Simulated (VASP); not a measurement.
Input:

```
BP
1.0
    0.00000     2.23154     2.23154
    2.23154     0.00000     2.23154
    2.23154     2.23154     0.00000
B P
1 1
Direct
  0.00000   0.00000   0.00000
  0.25000   0.25000   0.25000
```

Method: PBE GGA, VASP's PBE PAW potentials (set 64) (plane waves; VASP 6.6.1). Run with 620 eV cut-off, 10×10×10 Γ-centred mesh, Gaussian smearing of 0.050 eV, potentials B P.

Estimate the energy per atom (σ→0), pressure.

The energy per atom (σ→0) is -6.447 eV/atom and the pressure is 99.8 kbar.

Total energies compare only between runs with the same potentials, cut-off and functional.

The compound is BP in the zinc blende structure. It was relaxed first under an external pressure of 10 GPa.
